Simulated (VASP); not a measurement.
The input files of a VASP run:

### KPOINTS
```
Automatic mesh
0
Gamma
10 10 7
0 0 0
```

File POSCAR:
```
CuAu
1
    2.8560000000     0.0000000000     0.0000000000
    0.0000000000     2.8560000000     0.0000000000
    0.0000000000     0.0000000000     3.7434000000
Cu Au
1 1
Direct
  0.0000000000   0.0000000000   0.0000000000
  0.5000000000   0.5000000000   0.5000000000
```

**INCAR**
```
SYSTEM = CuAu
PREC = Accurate
ENCUT = 400
EDIFF = 1E-6
NELM = 100
ALGO = Normal
LREAL = .FALSE.
LASPH = .TRUE.
ISMEAR = 0
SIGMA = 1.5
GGA = PE
LMAXMIX = 6
LWAVE = .FALSE.
LCHARG = .FALSE.
ISIF = 2
```

POTCAR, in this order: Cu Au (PBE.64 set). Program: vasp_std.

Output

**standard output**
```
 POSCAR found type information on POSCAR CuAu
 POSCAR found :  2 types and       2 ions
 Reading from existing POTCAR
 Reading from existing POTCAR
 LDA part: xc-table for (Slater+PW92), standard interpolation
 POSCAR, INCAR and KPOINTS ok, starting setup
 WAVECAR not read
 entering main loop
       N       E                     dE             d eps       ncg     rms          rms(c)
DAV:   1     0.114435494844E+03    0.11444E+03   -0.97602E+03  2662   0.170E+03
DAV:   2    -0.484847359770E+01   -0.11928E+03   -0.11330E+03  2569   0.295E+02
DAV:   3    -0.859988180268E+01   -0.37514E+01   -0.37000E+01  3143   0.627E+01
DAV:   4    -0.864292833190E+01   -0.43047E-01   -0.43033E-01  2845   0.575E+00
DAV:   5    -0.864424504308E+01   -0.13167E-02   -0.13161E-02  3817   0.110E+00    0.121E+01
DAV:   6    -0.856437093706E+01    0.79874E-01   -0.14252E+01  2590   0.118E+02    0.727E+00
DAV:   7    -0.747408143134E+01    0.10903E+01   -0.43994E+00  3239   0.111E+02    0.522E+00
DAV:   8    -0.746830525323E+01    0.57762E-02   -0.22977E-01  3168   0.627E+00    0.279E+00
DAV:   9    -0.745916449329E+01    0.91408E-02   -0.49813E-02  3543   0.771E+00    0.294E-01
DAV:  10    -0.745765909266E+01    0.15054E-02   -0.13140E-02  3729   0.431E+00    0.139E-01
DAV:  11    -0.745750543085E+01    0.15366E-03   -0.17020E-03  2857   0.154E+00    0.563E-02
DAV:  12    -0.745747133754E+01    0.34093E-04   -0.15141E-04  3596   0.398E-01    0.139E-02
DAV:  13    -0.745746994297E+01    0.13946E-05   -0.11012E-05  3833   0.968E-02    0.496E-03
DAV:  14    -0.745746971063E+01    0.23234E-06   -0.67784E-07  1645   0.188E-02
   1 F= -.74574697E+01 E0= -.69834889E+01  d E =-.947962E+00
```

File OUTCAR:
```
------------------------ aborting loop because EDIFF is reached ----------------------------------------
  FORCE on cell =-STRESS in cart. coord.  units (eV):
  Direction    XX          YY          ZZ          XY          YZ          ZX
  --------------------------------------------------------------------------------------
  Total       -0.0136029     -0.0136029     -0.2647677      0.0000000      0.0000000      0.0000000
  in kB       -0.7137719     -0.7137719    -13.8929020      0.0000000      0.0000000      0.0000000
  external PRESSURE =      -5.1068153 kB  Pullay stress =       0.0000000 kB
  volume of cell :       30.53
      direct lattice vectors                 reciprocal lattice vectors
     2.856000000  0.000000000  0.000000000     0.350140056  0.000000000  0.000000000
     0.000000000  2.856000000  0.000000000     0.000000000  0.350140056  0.000000000
     0.000000000  0.000000000  3.743400000     0.000000000  0.000000000  0.267136827
 POSITION                                       TOTAL-FORCE (eV/Angst)
 -----------------------------------------------------------------------------------
      0.00000      0.00000      0.00000         0.000000      0.000000      0.000000
      1.42800      1.42800      1.87170         0.000000      0.000000      0.000000
 -----------------------------------------------------------------------------------
    total drift:                               -0.000000      0.000000      0.000000
  FREE ENERGIE OF THE ION-ELECTRON SYSTEM (eV)
  ---------------------------------------------------
  free  energy   TOTEN  =        -7.4574697106 eV

  energy  without entropy=       -6.5095080687  energy(sigma->0) =       -6.98348889
```
(Selected blocks of OUTCAR.)

### Question
Read input and log: which fault does this run have?
(A) molecular dynamics (IBRION = 0) was asked for without POTIM
(B) selective dynamics freezes every atom
(C) SIGMA is far too large
(D) ENCUT is too low for a cell relaxation, so Pulay stress biases the volume

### Answer
C, SIGMA is far too large. The run ends without an error. Against the sound run, the energy per atom (σ→0) goes up by 0.034 eV/atom; the pressure goes up by 1.74 GPa.

To mend it, set ISMEAR = 1, set SIGMA = 0.1.

The mended run (PBE GGA, plane waves, VASP's PBE PAW potentials (set 64)) converges, and its OSZICAR ends with
```
   1 F= -.70510364E+01 E0= -.70508627E+01  d E =-.521145E-03
```

The compound is CuAu in the L1_0 structure. The cell was not relaxed at this level.
